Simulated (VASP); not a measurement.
An input for Quantum ESPRESSO's pw.x (written as the equivalent of a VASP run, and not itself run):

```
&CONTROL
  calculation = 'vc-relax'
  pseudo_dir = './pseudo'
  outdir = './out'
  tprnfor = .true.
  tstress = .true.
  nstep = 60
  forc_conv_thr = 0.00039
/
&SYSTEM
  ibrav = 0
  nat = 1
  ntyp = 1
  ecutwfc = 88
  occupations = 'smearing'
  smearing = 'methfessel-paxton'
  degauss = 0.00735
  input_dft = 'pw91'
/
&ELECTRONS
  conv_thr = 7.3e-08
  electron_maxstep = 100
/
&IONS
/
&CELL
/
ATOMIC_SPECIES
  Rh 102.906 Rh.upf
CELL_PARAMETERS angstrom
     0.0000000    1.9180908    1.9180908
     1.9180908   -0.0000000    1.9180908
     1.9180908    1.9180908   -0.0000000
ATOMIC_POSITIONS crystal
  Rh   0.0000000  0.0000000  0.0000000
K_POINTS automatic
  15 15 15 0 0 0
```

Problem. Write the VASP files for the same calculation (PW91).

Solution. One answer among several that fit: 
File KPOINTS:
```
Automatic mesh
0
Gamma
 15 15 15
0 0 0
```

**INCAR**
```
# general
SYSTEM  = Rh
PREC    = Accurate
ENCUT   = 520
LREAL   = .FALSE.
LASPH   = .TRUE.

# electronic loop
EDIFF   = 1E-6
NELM    = 100
ALGO    = Normal
LMAXMIX = 4

# smearing
ISMEAR  = 1
SIGMA   = 0.1

# functional
GGA     = 91

# ions
IBRION  = 2
NSW     = 60
ISIF    = 3
EDIFFG  = -0.01

# output
LWAVE   = .FALSE.
LCHARG  = .FALSE.
```

File POSCAR:
```
Rh
1
    0.0000000000     1.9180908452     1.9180908452
    1.9180908452    -0.0000000000     1.9180908452
    1.9180908452     1.9180908452    -0.0000000000
Rh
1
Direct
  0.0000000000   0.0000000000   0.0000000000
```

POTCAR, in this order: Rh_pv (PBE.64 set). Program: vasp_std.

The two are equivalent in intent, not identical: the potentials are each code's own (VASP's PAW set, PseudoDojo norm-conserving files in pw.x), so ENCUT and ecutwfc are chosen apart and not converted; conv_thr bounds pw.x's estimated SCF error, while EDIFF bounds the energy change between steps; forc_conv_thr acts on force components and is met together with etot_conv_thr.

The compound is Rh in the fcc structure. It was relaxed first. The start is the result of an earlier pass.
